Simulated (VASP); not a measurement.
Given:

```yaml
crystal:
  lattice:
    - [4.33000, 2.16500, 2.16500]
    - [2.16500, 4.33000, 2.16500]
    - [2.16500, 2.16500, 4.33000]
  atoms:
    - { symbol: Fe, position: [0.00000, 0.00000, 0.00000], spin: 4.0 }
    - { symbol: Fe, position: [0.50000, 0.50000, 0.50000], spin: -4.0 }
    - { symbol: O, position: [0.25000, 0.25000, 0.25000] }
    - { symbol: O, position: [0.75000, 0.75000, 0.75000] }
```

Method: LDA (Ceperley-Alder, Perdew-Zunger), VASP's LDA PAW potentials (set 64) (plane waves; VASP). Run with 400 eV cut-off, 5×5×5 Γ-centred mesh, Fermi-Dirac smearing of 0.010 eV, potentials Fe O.

At this cut-off the stress carries a Pulay error, which pulls relaxed volumes low.

Problem. Give the stress tensor in GPa (positive for a compressed cell).

Solution. 
```
-25.15    3.22    3.22
  3.22  -25.15    3.22
  3.22    3.22  -25.15
```
The pressure is its mean diagonal, -25.15 GPa.

The structure is a typed FeO crystal (Fm-3m). The cell was not relaxed at this level. The k-mesh is coarse (spacing up to 0.48 per Å, 2π included), so the numbers may not be converged in it.
